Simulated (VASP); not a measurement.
Calculation: optB88-vdW, VASP's PBE PAW potentials (set 64) (plane waves; VASP).

VASP ran on this input.

INCAR:
```
AGGAC  =  0.0
ALGO  =  Normal
EDIFF  =  1E-7
EDIFFG  =  -0.01
ENCUT  =  520
GGA  =  BO
IBRION  =  2
ISIF  =  4
ISMEAR  =  0
LASPH  =  .TRUE.
LCHARG  =  .FALSE.
LMAXMIX  =  4
LREAL  =  .FALSE.
LUSE_VDW  =  .TRUE.
LWAVE  =  .FALSE.
NELM  =  100
NSW  =  30
PARAM1  =  0.1833333333
PARAM2  =  0.22
PREC  =  Accurate
SIGMA  =  0.05
SYSTEM  =  GaN
```

File POSCAR:
```
GaN
1
    1.5733729557    -2.7251618603     0.0000000000
    1.5733729557     2.7251618603     0.0000000000
    0.0000000000     0.0000000000     5.1260798365
Ga N
2 2
Direct
  0.6666670000   0.3333330000   0.5001405845
  0.3333330000   0.6666670000   0.0001405845
  0.6666670000   0.3333330000   0.8768594155
  0.3333330000   0.6666670000   0.3768594155
```

File KPOINTS:
```
kpoints
0
Gamma
8 8 4
```

POTCAR, in this order: Ga_d N (PBE.64 set). Program: vasp_std.

The resulting files:

OSZICAR:
```
       N       E                     dE             d eps       ncg     rms          rms(c)
DAV:   1     0.285188156826E+03    0.28519E+03   -0.18631E+04  1412   0.307E+03
DAV:   2     0.150735155305E+02   -0.27011E+03   -0.26087E+03  1478   0.526E+02
DAV:   3    -0.179845206152E+02   -0.33058E+02   -0.32832E+02  1506   0.153E+02
DAV:   4    -0.193565194659E+02   -0.13720E+01   -0.13676E+01  1908   0.330E+01
DAV:   5    -0.193744085715E+02   -0.17889E-01   -0.17886E-01  1474   0.325E+00    0.117E+01
DAV:   6    -0.146884583340E+02    0.46860E+01   -0.17065E+01  2348   0.603E+01    0.304E+00
DAV:   7    -0.148270811180E+02   -0.13862E+00   -0.20573E+00  1428   0.121E+01    0.273E+00
DAV:   8    -0.148156143236E+02    0.11467E-01   -0.28407E-01  2190   0.893E+00    0.812E-01
DAV:   9    -0.147943974204E+02    0.21217E-01   -0.11489E-01  2374   0.580E+00    0.335E-01
DAV:  10    -0.147953249356E+02   -0.92752E-03   -0.62540E-03  1546   0.845E-01    0.138E-01
DAV:  11    -0.147951789116E+02    0.14602E-03   -0.12533E-03  2080   0.737E-01    0.133E-02
DAV:  12    -0.147951894935E+02   -0.10582E-04   -0.16615E-04  1472   0.103E-01    0.114E-02
DAV:  13    -0.147951876046E+02    0.18889E-05   -0.10374E-05  2226   0.596E-02    0.414E-03
DAV:  14    -0.147951876929E+02   -0.88248E-07   -0.34103E-06  1522   0.140E-02    0.112E-03
DAV:  15    -0.147951877376E+02   -0.44777E-07   -0.97748E-08  1128   0.420E-03
   1 F= -.14795188E+02 E0= -.14795188E+02  d E =-.147952E+02
       N       E                     dE             d eps       ncg     rms          rms(c)
DAV:   1    -0.147953263293E+02   -0.13864E-03   -0.21434E-02  1380   0.116E+00    0.650E-02
DAV:   2    -0.147953160668E+02    0.10263E-04   -0.66200E-04  1830   0.306E-01    0.379E-02
DAV:   3    -0.147952814548E+02    0.34612E-04   -0.46779E-05  1806   0.944E-02    0.589E-03
DAV:   4    -0.147952820884E+02   -0.63355E-06   -0.12219E-05  1442   0.341E-02    0.164E-03
DAV:   5    -0.147952821056E+02   -0.17165E-07   -0.57182E-07  1536   0.855E-03
   2 F= -.14795282E+02 E0= -.14795282E+02  d E =-.943679E-04
       N       E                     dE             d eps       ncg     rms          rms(c)
DAV:   1    -0.147953032259E+02   -0.21138E-04   -0.48660E-03  1380   0.552E-01    0.310E-02
DAV:   2    -0.147953009059E+02    0.23201E-05   -0.15020E-04  1828   0.145E-01    0.181E-02
DAV:   3    -0.147952930647E+02    0.78412E-05   -0.10622E-05  1794   0.452E-02    0.283E-03
DAV:   4    -0.147952932166E+02   -0.15196E-06   -0.27860E-06  1442   0.162E-02    0.785E-04
DAV:   5    -0.147952932154E+02    0.12024E-08   -0.11199E-07   876   0.405E-03
   3 F= -.14795293E+02 E0= -.14795293E+02  d E =-.105478E-03
```

OUTCAR:
```
------------------------ aborting loop because EDIFF is reached ----------------------------------------
  FORCE on cell =-STRESS in cart. coord.  units (eV):
  Direction    XX          YY          ZZ          XY          YZ          ZX
  --------------------------------------------------------------------------------------
  Total        3.4054443      3.4054441      3.4638284      0.0000000      0.0000000      0.0000000
  in kB      124.1209277    124.1209238    126.2489014      0.0000000      0.0000000      0.0000000
  external PRESSURE =     124.8302509 kB  Pullay stress =       0.0000000 kB
  volume of cell :       43.96
      direct lattice vectors                 reciprocal lattice vectors
     1.572763830 -2.724106819  0.000000000     0.317911685 -0.183546400  0.000000000
     1.572763830  2.724106819  0.000000000     0.317911685  0.183546400 -0.000000000
     0.000000000  0.000000000  5.130051237     0.000000000  0.000000000  0.194929827
  FREE ENERGIE OF THE ION-ELECTRON SYSTEM (eV)
  ---------------------------------------------------
  free  energy   TOTEN  =       -14.7952932154 eV

  energy  without entropy=      -14.7952932154  energy(sigma->0) =      -14.79529322

 reached required accuracy - stopping structural energy minimisation
```
(Selected blocks of OUTCAR.)

### CONTCAR
```
GaN
   1.00000000000000
     1.5727638301456064   -2.7241068192679969    0.0000000000000000
     1.5727638301456064    2.7241068192679969    0.0000000000000000
     0.0000000000000000    0.0000000000000000    5.1300512372704343
  Ga              N
     2     2
Direct
     0.6666669999999968    0.3333330000000032    0.5004693795882441
     0.3333330000000032    0.6666669999999968    0.0004693795882441
     0.6666669999999968    0.3333330000000032    0.8765306204117583
     0.3333330000000032    0.6666669999999968    0.3765306204117583
```

The compound is GaN in the wurtzite structure. This cell is one point of a volume scan, at 0.94 of the reference volume. Symmetry was kept, so distortions that lower it aren't found.
